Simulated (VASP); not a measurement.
Method: PBE GGA, VASP's PBE PAW potentials (set 64) (plane waves; VASP 6.6.1).

VASP input:

POSCAR:
```
Cd31CuTe31
1.0
 13.2498873629   0.0000000000   0.0000000000
  0.0000000000  13.2498873629   0.0000000000
  0.0000000000   0.0000000000  13.2498873629
Cd Te Cu
31 31 1
direct
  0.5005153181   0.9995007041   0.9995318488
  0.7491304146   0.2506670161   0.9946501987
  0.7490960006   0.9946720994   0.2507335252
  0.0005763953   0.9992838704   0.9992674711
  0.2496813436   0.2511700640   0.9990159157
  0.4999332858   0.5000948153   0.9952771015
  0.7488611168   0.7503221605   0.9992266140
  0.2496196255   0.9990743047   0.2511027027
  0.4771459730   0.2304134826   0.2303244307
  0.7696227081   0.5222304366   0.2303358126
  0.5000675216   0.9954147125   0.5000491513
  0.7700956240   0.2298887953   0.5226780028
  0.7489407965   0.9991250634   0.7503357312
  0.0005087231   0.4995846642   0.9996354357
  0.2506450582   0.7492807487   0.9992353338
  0.0055666525   0.2508206191   0.2508558476
  0.2499847833   0.5041592929   0.2555816332
  0.4959636256   0.7498796860   0.2555355525
  0.0006117316   0.9994877759   0.4995255193
  0.2500862076   0.2557013720   0.5041673471
  0.7441486172   0.7498728460   0.5041535805
  0.2507345332   0.9991118393   0.7492873421
  0.4959400181   0.2556537470   0.7499141725
  0.7441267400   0.5040366121   0.7499014192
  0.0006453267   0.7503836906   0.2510796593
  0.0046260830   0.5000888108   0.4999983101
  0.2551841248   0.7447993403   0.4964041824
  0.0007368569   0.2509090809   0.7506292704
  0.2550738413   0.4964523515   0.7447758497
  0.5036639415   0.7451503776   0.7450891333
  0.0009179764   0.7492896680   0.7492858094
  0.6275764202   0.1258515612   0.1257165989
  0.8745231932   0.3716387351   0.1254644288
  0.8747519327   0.1252578425   0.3715788699
  0.1260413107   0.1251428729   0.1251853156
  0.3730226043   0.3805986830   0.1254397221
  0.6196414346   0.6266211191   0.1256735092
  0.8748692375   0.8739843832   0.1251866713
  0.3730904134   0.1255195141   0.3805983409
  0.8741330541   0.6262620089   0.3799621462
  0.6199356385   0.1258035285   0.6264310297
  0.8742876823   0.3800840364   0.6263424076
  0.8748935532   0.1250923782   0.8739819478
  0.1256200577   0.6235228513   0.1273174514
  0.3765703150   0.8742575638   0.1272573904
  0.1274920645   0.3751925748   0.3751819994
  0.3822735196   0.6174682749   0.3821337101
  0.6247919807   0.8724433047   0.3749427798
  0.1256611849   0.1272868349   0.6235675391
  0.3823268943   0.3820943144   0.6175803457
  0.6188751375   0.6180128826   0.6180395241
  0.8727440638   0.8743498806   0.6235888538
  0.3765989024   0.1273318390   0.8741696470
  0.6248420105   0.3750206769   0.8725653284
  0.8728262356   0.6234915994   0.8744050257
  0.1267597734   0.8731112154   0.3766765104
  0.1284208786   0.6240947256   0.6240434934
  0.3758728670   0.8716133464   0.6239799312
  0.1268562976   0.3767048009   0.8731580866
  0.3758502224   0.6239754851   0.8716314317
  0.6232888641   0.8731082710   0.8732704379
  0.1250561645   0.8748840142   0.8748820088
  0.4694001269   0.5310718331   0.5310616125
```

### INCAR
```
ALGO = Fast
EDIFF = 1E-5
EDIFFG = -0.03
ENCUT = 400
GGA = PE
IBRION = 2
ISIF = 2
ISMEAR = 0
ISPIN = 2
ISYM = 0
LASPH = .True.
LCHARG = .False.
LMAXMIX = 4
LORBIT = 10
LREAL = Auto
LWAVE = .True.
MAGMOM = 63*0.0159
NELM = 100
NELMIN = 4
NSW = 120
NUPDOWN = 1
PREC = Normal
SIGMA = 0.05
SYSTEM = Cd31CuTe31
```

**KPOINTS**
```
K-points
0
gamma
1 1 1
```

POTCAR, in this order: Cd Te Cu (PBE.64 set). Program: vasp_gam.

The run wrote:

OSZICAR:
```
...
RMM:   5    -0.149375386779E+03    0.49405E-05   -0.52405E-05  1014   0.174E-02
   4 F= -.14937539E+03 E0= -.14937539E+03  d E =-.499031E-01  mag=     1.0000
       N       E                     dE             d eps       ncg     rms          rms(c)
DAV:   1    -0.149381102606E+03   -0.57109E-02   -0.10069E+01  1440   0.418E+00    0.434E-01
RMM:   2    -0.149386059912E+03   -0.49573E-02   -0.57497E-02  1536   0.422E-01    0.996E-02
RMM:   3    -0.149387217097E+03   -0.11572E-02   -0.12361E-02  1843   0.201E-01    0.127E-01
RMM:   4    -0.149387207516E+03    0.95812E-05   -0.10718E-03  1468   0.602E-02    0.113E-01
RMM:   5    -0.149387133707E+03    0.73809E-04   -0.32541E-04  1438   0.328E-02    0.586E-02
RMM:   6    -0.149387140168E+03   -0.64617E-05   -0.23475E-04  1431   0.312E-02    0.306E-02
RMM:   7    -0.149387138724E+03    0.14446E-05   -0.36954E-05   934   0.140E-02
   5 F= -.14938714E+03 E0= -.14938714E+03  d E =-.117519E-01  mag=     1.0000
       N       E                     dE             d eps       ncg     rms          rms(c)
DAV:   1    -0.149356464043E+03    0.30676E-01   -0.71494E+01  1408   0.111E+01    0.118E+00
RMM:   2    -0.149394579793E+03   -0.38116E-01   -0.43367E-01  1519   0.115E+00    0.281E-01
RMM:   3    -0.149401254055E+03   -0.66743E-02   -0.72594E-02  1840   0.478E-01    0.311E-01
RMM:   4    -0.149401510703E+03   -0.25665E-03   -0.92009E-03  1539   0.163E-01    0.285E-01
RMM:   5    -0.149401148986E+03    0.36172E-03   -0.16739E-03  1612   0.842E-02    0.190E-01
RMM:   6    -0.149401121462E+03    0.27524E-04   -0.22986E-03  1530   0.758E-02    0.883E-02
RMM:   7    -0.149401088411E+03    0.33051E-04   -0.18623E-04  1249   0.264E-02    0.627E-02
RMM:   8    -0.149401045459E+03    0.42952E-04   -0.14753E-04  1192   0.197E-02    0.152E-02
RMM:   9    -0.149401052842E+03   -0.73833E-05   -0.52124E-05   968   0.159E-02
   6 F= -.14940105E+03 E0= -.14940105E+03  d E =-.256661E-01  mag=     1.0000
       N       E                     dE             d eps       ncg     rms          rms(c)
DAV:   1    -0.149399852616E+03    0.11928E-02   -0.20235E+01  1440   0.525E+00    0.581E-01
RMM:   2    -0.149410549563E+03   -0.10697E-01   -0.11991E-01  1592   0.549E-01    0.122E-01
RMM:   3    -0.149412614513E+03   -0.20650E-02   -0.21250E-02  1843   0.224E-01    0.171E-01
RMM:   4    -0.149412617880E+03   -0.33669E-05   -0.15933E-03  1508   0.704E-02    0.143E-01
RMM:   5    -0.149412509279E+03    0.10860E-03   -0.38524E-04  1423   0.376E-02    0.730E-02
RMM:   6    -0.149412528495E+03   -0.19216E-04   -0.39218E-04  1415   0.367E-02    0.397E-02
RMM:   7    -0.149412519265E+03    0.92301E-05   -0.40501E-05   965   0.166E-02
   7 F= -.14941252E+03 E0= -.14941252E+03  d E =-.114664E-01  mag=     1.0000
       N       E                     dE             d eps       ncg     rms          rms(c)
DAV:   1    -0.149396393942E+03    0.16135E-01   -0.38994E+01  1392   0.730E+00    0.818E-01
RMM:   2    -0.149417488116E+03   -0.21094E-01   -0.23593E-01  1520   0.764E-01    0.180E-01
RMM:   3    -0.149421375085E+03   -0.38870E-02   -0.40188E-02  1878   0.306E-01    0.238E-01
RMM:   4    -0.149421399979E+03   -0.24894E-04   -0.31926E-03  1536   0.896E-02    0.202E-01
RMM:   5    -0.149421194440E+03    0.20554E-03   -0.69648E-04  1440   0.519E-02    0.102E-01
RMM:   6    -0.149421243653E+03   -0.49213E-04   -0.89792E-04  1602   0.531E-02    0.608E-02
RMM:   7    -0.149421217726E+03    0.25927E-04   -0.78335E-05  1036   0.196E-02    0.405E-02
RMM:   8    -0.149421196882E+03    0.20844E-04   -0.93747E-05  1013   0.148E-02    0.940E-03
RMM:   9    -0.149421201333E+03   -0.44503E-05   -0.26836E-05   892   0.114E-02
   8 F= -.14942120E+03 E0= -.14942120E+03  d E =-.201485E-01  mag=     1.0000
       N       E                     dE             d eps       ncg     rms          rms(c)
DAV:   1    -0.149303219833E+03    0.11798E+00   -0.15770E+02  1376   0.148E+01    0.174E+00
RMM:   2    -0.149398209021E+03   -0.94989E-01   -0.10410E+00  1493   0.166E+00    0.480E-01
RMM:   3    -0.149414041106E+03   -0.15832E-01   -0.16344E-01  1829   0.611E-01    0.489E-01
RMM:   4    -0.149414199761E+03   -0.15866E-03   -0.12626E-02  1591   0.173E-01    0.418E-01
RMM:   5    -0.149413591284E+03    0.60848E-03   -0.27500E-03  1598   0.102E-01    0.213E-01
RMM:   6    -0.149413647282E+03   -0.55998E-04   -0.22646E-03  1526   0.883E-02    0.961E-02
RMM:   7    -0.149413639864E+03    0.74184E-05   -0.29320E-04  1227   0.358E-02    0.832E-02
RMM:   8    -0.149413560074E+03    0.79790E-04   -0.22879E-04  1242   0.252E-02    0.193E-02
RMM:   9    -0.149413569373E+03   -0.92991E-05   -0.12510E-04  1126   0.225E-02    0.260E-02
RMM:  10    -0.149413563823E+03    0.55505E-05   -0.23580E-05   874   0.122E-02
   9 F= -.14941356E+03 E0= -.14941356E+03  d E =-.125110E-01  mag=     1.0000
       N       E                     dE             d eps       ncg     rms          rms(c)
DAV:   1    -0.149367358862E+03    0.46211E-01   -0.85345E+01  1376   0.109E+01    0.125E+00
RMM:   2    -0.149415006093E+03   -0.47647E-01   -0.52780E-01  1508   0.117E+00    0.322E-01
RMM:   3    -0.149422947503E+03   -0.79414E-02   -0.84762E-02  1830   0.477E-01    0.341E-01
RMM:   4    -0.149423252620E+03   -0.30512E-03   -0.97903E-03  1567   0.158E-01    0.312E-01
RMM:   5    -0.149422887484E+03    0.36514E-03   -0.18512E-03  1540   0.838E-02    0.213E-01
RMM:   6    -0.149422809585E+03    0.77899E-04   -0.20529E-03  1554   0.724E-02    0.710E-02
RMM:   7    -0.149422810587E+03   -0.10013E-05   -0.17344E-04  1208   0.263E-02    0.600E-02
RMM:   8    -0.149422763791E+03    0.46796E-04   -0.13006E-04  1109   0.177E-02    0.121E-02
RMM:   9    -0.149422769266E+03   -0.54758E-05   -0.43966E-05   929   0.129E-02
  10 F= -.14942277E+03 E0= -.14942277E+03  d E =-.217164E-01  mag=     1.0000
       N       E                     dE             d eps       ncg     rms          rms(c)
DAV:   1    -0.149411681635E+03    0.11082E-01   -0.30480E+01  1408   0.657E+00    0.734E-01
RMM:   2    -0.149426951746E+03   -0.15270E-01   -0.17213E-01  1450   0.625E-01    0.160E-01
RMM:   3    -0.149429967988E+03   -0.30162E-02   -0.30897E-02  1893   0.270E-01    0.212E-01
RMM:   4    -0.149429873541E+03    0.94447E-04   -0.18775E-03  1505   0.711E-02    0.166E-01
RMM:   5    -0.149429718620E+03    0.15492E-03   -0.68116E-04  1456   0.498E-02    0.596E-02
RMM:   6    -0.149429763101E+03   -0.44481E-04   -0.38493E-04  1412   0.446E-02    0.481E-02
RMM:   7    -0.149429742453E+03    0.20647E-04   -0.67322E-05  1022   0.206E-02    0.268E-02
RMM:   8    -0.149429733711E+03    0.87419E-05   -0.66042E-05   955   0.147E-02
  11 F= -.14942973E+03 E0= -.14942973E+03  d E =-.696444E-02  mag=     1.0000
       N       E                     dE             d eps       ncg     rms          rms(c)
DAV:   1    -0.149429357737E+03    0.38472E-03   -0.12718E+00  1440   0.134E+00    0.134E-01
RMM:   2    -0.149430008178E+03   -0.65044E-03   -0.71340E-03  1738   0.138E-01    0.306E-02
RMM:   3    -0.149430110379E+03   -0.10220E-03   -0.11088E-03  1551   0.553E-02    0.431E-02
RMM:   4    -0.149430115025E+03   -0.46465E-05   -0.14650E-04  1022   0.313E-02    0.398E-02
RMM:   5    -0.149430106997E+03    0.80285E-05   -0.39049E-05   934   0.122E-02
  12 F= -.14943011E+03 E0= -.14943011E+03  d E =-.733773E-02  mag=     1.0000
       N       E                     dE             d eps       ncg     rms          rms(c)
DAV:   1    -0.149429808852E+03    0.30617E-03   -0.27969E+00  1408   0.245E+00    0.317E-01
RMM:   2    -0.149431772051E+03   -0.19632E-02   -0.23126E-02  1572   0.294E-01    0.748E-02
RMM:   3    -0.149432168564E+03   -0.39651E-03   -0.48296E-03  1798   0.138E-01    0.854E-02
RMM:   4    -0.149432179270E+03   -0.10706E-04   -0.62114E-04  1414   0.505E-02    0.739E-02
RMM:   5    -0.149432163080E+03    0.16191E-04   -0.15304E-04  1173   0.226E-02    0.381E-02
RMM:   6    -0.149432166008E+03   -0.29286E-05   -0.70879E-05  1130   0.177E-02
  13 F= -.14943217E+03 E0= -.14943217E+03  d E =-.205901E-02  mag=     1.0000
```

File OUTCAR:
```
------------------------ aborting loop because EDIFF is reached ----------------------------------------
  FORCE on cell =-STRESS in cart. coord.  units (eV):
  Direction    XX          YY          ZZ          XY          YZ          ZX
  --------------------------------------------------------------------------------------
  Total        3.0702626      3.0766279      3.0709378     -0.1382669      0.1410333     -0.1216257
  in kB        2.1147038      2.1190880      2.1151688     -0.0952340      0.0971395     -0.0837721
  external PRESSURE =       2.1163202 kB  Pullay stress =       0.0000000 kB
  volume of cell :     2326.14
      direct lattice vectors                 reciprocal lattice vectors
    13.249887363  0.000000000  0.000000000     0.075472340  0.000000000  0.000000000
     0.000000000 13.249887363  0.000000000     0.000000000  0.075472340  0.000000000
     0.000000000  0.000000000 13.249887363     0.000000000  0.000000000  0.075472340
  FREE ENERGIE OF THE ION-ELECTRON SYSTEM (eV)
  ---------------------------------------------------
  free  energy   TOTEN  =      -149.4321660082 eV

  energy  without entropy=     -149.4321660081  energy(sigma->0) =     -149.43216601

 total charge

# of ion       s       p       d       tot
------------------------------------------
    1        0.460   0.281   9.530  10.271
    2        0.463   0.283   9.530  10.276
    3        0.463   0.283   9.530  10.276
    4        0.461   0.283   9.531  10.275
    5        0.460   0.284   9.530  10.274
    6        0.463   0.284   9.530  10.277
    7        0.460   0.284   9.530  10.274
    8        0.460   0.284   9.530  10.274
    9        0.502   0.258   9.525  10.285
   10        0.502   0.258   9.525  10.285
   11        0.463   0.284   9.530  10.277
   12        0.502   0.258   9.525  10.285
   13        0.460   0.284   9.530  10.274
   14        0.460   0.281   9.530  10.271
   15        0.461   0.282   9.531  10.273
   16        0.463   0.283   9.530  10.276
   17        0.464   0.280   9.530  10.274
   18        0.464   0.280   9.530  10.274
   19        0.460   0.281   9.530  10.271
   20        0.464   0.280   9.530  10.274
   21        0.464   0.280   9.530  10.274
   22        0.461   0.283   9.531  10.274
   23        0.464   0.280   9.530  10.274
   24        0.464   0.280   9.530  10.274
   25        0.460   0.284   9.530  10.274
   26        0.463   0.284   9.530  10.277
   27        0.460   0.282   9.530  10.272
   28        0.460   0.284   9.530  10.274
   29        0.460   0.282   9.530  10.272
   30        0.460   0.282   9.530  10.272
   31        0.461   0.282   9.531  10.274
   32        1.355   2.037   0.017   3.410
   33        1.355   2.037   0.017   3.410
   34        1.355   2.037   0.017   3.410
   35        1.353   2.041   0.017   3.411
   36        1.356   2.036   0.017   3.409
   37        1.356   2.036   0.017   3.409
   38        1.353   2.041   0.017   3.411
   39        1.356   2.036   0.017   3.409
   40        1.356   2.036   0.017   3.409
   41        1.356   2.036   0.017   3.409
   42        1.356   2.036   0.017   3.409
   43        1.353   2.041   0.017   3.411
   44        1.353   2.040   0.017   3.410
   45        1.353   2.040   0.017   3.410
   46        1.352   2.047   0.018   3.417
   47        1.347   2.040   0.026   3.414
   48        1.352   2.047   0.018   3.417
   49        1.353   2.040   0.017   3.410
   50        1.347   2.040   0.026   3.414
   51        1.347   2.040   0.026   3.414
   52        1.353   2.040   0.017   3.410
   53        1.353   2.040   0.017   3.410
   54        1.352   2.047   0.018   3.417
   55        1.353   2.040   0.017   3.410
   56        1.352   2.040   0.017   3.410
   57        1.353   2.042   0.017   3.411
   58        1.353   2.042   0.017   3.411
   59        1.352   2.040   0.017   3.410
   60        1.353   2.042   0.017   3.411
   61        1.352   2.040   0.017   3.410
   62        1.352   2.044   0.017   3.413
   63        0.383   0.260   9.285   9.928
--------------------------------------------------
tot         56.755  72.184 305.260 434.199

 magnetization (x)

# of ion       s       p       d       tot
------------------------------------------
    1        0.009   0.000  -0.000   0.009
    2        0.013   0.001  -0.000   0.013
    3        0.013   0.001  -0.000   0.013
    4        0.011   0.000  -0.000   0.011
    5        0.009   0.000  -0.000   0.009
    6        0.012   0.001  -0.000   0.013
    7        0.009   0.000  -0.000   0.010
    8        0.009   0.000  -0.000   0.009
    9        0.010   0.000   0.000   0.010
   10        0.010   0.000   0.000   0.010
   11        0.012   0.001  -0.000   0.013
   12        0.010   0.000   0.000   0.010
   13        0.009   0.000  -0.000   0.009
   14        0.009   0.000  -0.000   0.009
   15        0.011   0.000  -0.000   0.011
   16        0.013   0.001  -0.000   0.013
   17        0.012   0.001  -0.000   0.012
   18        0.012   0.001  -0.000   0.012
...
```
(Selected blocks of OUTCAR.)

File CONTCAR:
```
Cd31CuTe31
   1.00000000000000
    13.2498873628999991    0.0000000000000000    0.0000000000000000
     0.0000000000000000   13.2498873628999991    0.0000000000000000
     0.0000000000000000    0.0000000000000000   13.2498873628999991
  Cd              Te              Cu
    31    31     1
Direct
     0.4999322842358722    0.9980014859172027    0.9980274480012873
     0.7493158979743360    0.2505087349220049    0.9954130803127806
     0.7493679227248062    0.9954119763770615    0.2506208363817187
     0.0008870127554626    0.9991228394316493    0.9991102597251975
     0.2487609699121892    0.2503029553874362    0.9982199660554832
     0.5000256585816901    0.4999902280853166    0.9955180555761656
     0.7497305584200048    0.7512043607738289    0.9982718588339150
     0.2487802647542541    0.9982196734685020    0.2502787645891656
     0.4686179463450709    0.2212930355791758    0.2213486170402445
     0.7786963006086134    0.5306942058080609    0.2213597821105269
     0.4999771467677385    0.9953026662797904    0.5000350583027847
     0.7785826213390304    0.2213438012811335    0.5308246634823202
     0.7497682443207206    0.9983555893024619    0.7511548605372279
     0.0020260509373319    0.5000287336958295    0.9980321482654121
     0.2496166084615251    0.7502248078957690    0.9999628881412825
     0.0046698734482352    0.2505236179153697    0.2505707298596918
     0.2501080282673209    0.5060396015827179    0.2561336795317433
     0.4941012927208694    0.7499251851371473    0.2558679976760795
     0.0020691988721603    0.9981039435822509    0.4999727588612720
     0.2501563855334957    0.2560893834827479    0.5061373842176425
     0.7440035942116134    0.7499446841920437    0.5059411585944540
     0.2496640586297337    0.0000617368825238    0.7503202636506661
     0.4940945439363926    0.2558928227964805    0.7499169900977865
     0.7440726487627524    0.5058211493539155    0.7499026931112900
     0.0015935942271694    0.7512128354515354    0.2501630692526438
     0.0045807871416285    0.4999909828941584    0.4999714379230143
     0.2539767052206818    0.7460933786311998    0.4987226039402001
     0.0016584397077546    0.2502288986263922    0.7512186281642351
     0.2538772306416629    0.4986915911948645    0.7460991305976790
     0.5013788429267729    0.7460795510115225    0.7461374823856394
     0.9999885862600514    0.7502453615949176    0.7502960304507056
     0.6277363898756663    0.1230282657622235    0.1231086793855176
     0.8770862643098386    0.3719153387457250    0.1229035092283918
     0.8770324571269453    0.1229794058486116    0.3719887848995327
     0.1254615670572282    0.1244574420097996    0.1244561230310434
     0.3713026448147735    0.3798879655299224    0.1233560631198816
     0.6203132536507292    0.6284397454780820    0.1235235773122424
     0.8754413696321575    0.8746940448794206    0.1245107504100488
     0.3713426508461989    0.1233508847629804    0.3799625269619539
     0.8765142924303414    0.6285140010806501    0.3797637292324542
     0.6201583558316515    0.1233419698459741    0.6285046574463635
     0.8764929800231814    0.3797137083347811    0.6284629170931360
     0.8754512323172881    0.1245238729761958    0.8746745098191873
     0.1250451966592283    0.6249718426589189    0.1253871774955159
     0.3749969071946178    0.8749233340700725    0.1252845021486476
     0.1262659250716893    0.3752280914142977    0.3753256763674090
     0.3822970498292488    0.6178535305688752    0.3830101787293207
     0.6247269496306874    0.8737908647423700    0.3752223410240161
     0.1250494316504720    0.1253646472621054    0.6250025859757837
     0.3823080288493143    0.3830185404190627    0.6178720113469723
     0.6171616012352376    0.6178628680300471    0.6178816314865673
     0.8747677672981865    0.8749745877819283    0.6249544405803623
     0.3750089100575268    0.1252934196099504    0.8749494253016752
     0.6247352457904850    0.3751716837081671    0.8738396651128213
     0.8746618505468310    0.6249343122116057    0.8749530408453167
     0.1268066435077435    0.8730249172453832    0.3761465771159075
     0.1254314411023436    0.6257587897736789    0.6257471239316791
     0.3742517421577688    0.8745687954860418    0.6258171028814358
     0.1267951899069557    0.3761857981983800    0.8730946105926749
     0.3742546906029929    0.6257611906413201    0.8745820975889358
     0.6238636549676660    0.8732358998349617    0.8731562255146335
     0.1251286795003980    0.8748603879528548    0.8748286945314547
     0.4693753380776594    0.5308330345006038    0.5307767376188496
```

The supercell is sampled at Γ alone, which is coarse: total energies, pressure and levels can be off, energies of defects by several tenths of an eV.

The cell is a supercell with a defect, built from CdTe (zinc blende): Cu_Cd-vac_Te.
